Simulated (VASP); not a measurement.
Consider the following.

```
KZnF3
1.0
    4.10803     0.00000     0.00000
    0.00000     4.10803     0.00000
    0.00000     0.00000     4.10803
K Zn F
1 1 3
Direct
  0.00000   0.00000   0.00000
  0.50000   0.50000   0.50000
  0.50000   0.00000   0.50000
  0.00000   0.50000   0.50000
  0.50000   0.50000   0.00000
```

The numbers are results of PBE GGA with D4 dispersion, VASP's PBE PAW potentials (set 64) (plane waves; VASP), not measurements. Numerical set-up: 520 eV cut-off, 6×6×6 Γ-centred mesh, tetrahedra with Blöchl corrections, potentials K_sv Zn F.

### Question
What does the run give for the energy per atom (σ→0), band gap (on the k-mesh) with the smallest direct gap where there is one?

### Answer

The band gap (on the k-mesh) is 3.69 eV and the smallest direct gap (on the k-mesh) is 5.30 eV. The energy per atom (σ→0) is -4.173 eV/atom.

The absolute energy has meaning only against runs of the same code, potentials and settings.

The compound is KZnF3 in the cubic perovskite structure. It was relaxed first.
